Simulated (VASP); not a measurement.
Given:

```
CELL_PARAMETERS angstrom
      7.24888     0.00000     0.00000
      0.00000     7.24888     0.00000
      0.00000     0.00000     7.24888
ATOMIC_POSITIONS crystal
  B  0.50230 0.00286 0.00292
  B  0.75367 0.25006 0.99828
  B  0.75559 0.99820 0.25044
  B  0.00353 0.00174 0.00128
  B  0.25322 0.25195 0.00293
  B  0.50039 0.50330 0.99831
  B  0.75410 0.75280 0.99802
  B  0.25292 0.00259 0.25251
  B  0.76845 0.51804 0.23432
  B  0.50037 0.99690 0.50685
  B  0.75851 0.23538 0.50293
  B  0.75323 0.99900 0.75296
  B  0.00318 0.50374 0.99803
  B  0.25210 0.75320 0.00127
  B  0.00434 0.25036 0.25305
  B  0.24855 0.50521 0.25046
  B  0.50074 0.75398 0.25305
  B  0.00328 0.99834 0.50312
  B  0.24723 0.25002 0.50687
  B  0.48570 0.50811 0.50295
  B  0.74935 0.75032 0.50062
  B  0.25155 0.00121 0.75389
  B  0.50161 0.25125 0.75283
  B  0.74913 0.49880 0.74795
  B  0.00389 0.75351 0.24922
  B  0.00068 0.49900 0.50059
  B  0.24869 0.75293 0.50318
  B  0.00078 0.24972 0.75141
  B  0.24931 0.50286 0.75299
  B  0.50008 0.75045 0.75142
  B  0.00102 0.75066 0.75082
  N  0.63581 0.12460 0.12458
  N  0.87652 0.37620 0.12717
  N  0.88183 0.12137 0.37623
  N  0.12866 0.12731 0.12745
  N  0.37496 0.38547 0.12459
  N  0.62657 0.62614 0.12717
  N  0.87855 0.87494 0.12526
  N  0.37299 0.12264 0.38876
  N  0.87460 0.62422 0.37550
  N  0.62611 0.12306 0.62858
  N  0.87288 0.37381 0.62168
  N  0.87811 0.12595 0.87591
  N  0.12534 0.62819 0.12527
  N  0.37770 0.87826 0.12745
  N  0.12657 0.37620 0.37679
  N  0.37171 0.63147 0.37625
  N  0.62655 0.87618 0.37679
  N  0.12485 0.12507 0.62934
  N  0.37338 0.37576 0.62864
  N  0.62412 0.62252 0.62171
  N  0.87590 0.87412 0.62633
  N  0.37753 0.12715 0.87827
  N  0.62644 0.37609 0.87584
  N  0.87552 0.62515 0.87419
  N  0.12612 0.87574 0.37726
  N  0.12448 0.62553 0.62634
  N  0.37544 0.87450 0.62937
  N  0.12521 0.37640 0.87670
  N  0.37630 0.62776 0.87595
  N  0.62676 0.87484 0.87670
  N  0.12665 0.87627 0.87699
  Si 0.53299 0.28264 0.29247
```
Cell charge +1.

The numbers are results of HSE06 screened hybrid, VASP's PBE PAW potentials (set 64) (plane waves; VASP 6.6.1), not measurements. Numerical set-up: PREC = Normal, LREAL = Auto, ISYM = 0, NELECT = 251.0, EDIFF = 1E-5, 400 eV cut-off, 1×1×1 Γ-centred mesh, Gaussian smearing of 0.050 eV, potentials B N Si. Starting moments (MAGMOM): 63*0.0159. The cell's moment is fixed (NUPDOWN = 1).

The cell is charged, with a uniform compensating background. The supercell is sampled at Γ alone, which is coarse: total energies, pressure and levels can be off, energies of defects by several tenths of an eV.

Task: Estimate the cell moment, energy per atom (σ→0).

Result: 
The cell moment comes out as 1.00 μB and the energy per atom (σ→0) is -10.171 eV/atom.

Task: Give the moment on each site (PAW-sphere projection).

Result: 
```
site  moment (μB)
----  -----------
B1           0.00
B2           0.00
B3           0.00
B4           0.00
B5           0.00
B6           0.00
B7           0.00
B8           0.00
B9          -0.01
B10          0.00
B11          0.17
B12          0.01
B13          0.00
B14          0.00
B15          0.00
B16          0.00
B17          0.00
B18          0.01
B19          0.00
B20          0.17
B21          0.00
B22          0.00
B23          0.00
B24          0.00
B25          0.00
B26          0.00
B27          0.01
B28          0.00
B29          0.01
B30          0.00
B31          0.00
N32          0.02
N33          0.00
N34          0.03
N35          0.00
N36          0.02
N37          0.00
N38          0.00
N39          0.00
N40          0.00
N41          0.01
N42          0.00
N43          0.00
N44          0.00
N45          0.00
N46          0.00
N47          0.03
N48          0.00
N49          0.00
N50          0.01
N51          0.00
N52          0.00
N53          0.00
N54          0.00
N55          0.00
N56          0.01
N57          0.00
N58          0.00
N59          0.01
N60          0.00
N61          0.01
N62          0.00
Si63         0.06
```

The cell is a supercell with a defect, built from BN (zinc blende): Si_N-vac_B, charge +1. The cell's shape comes from a PBE relaxation.
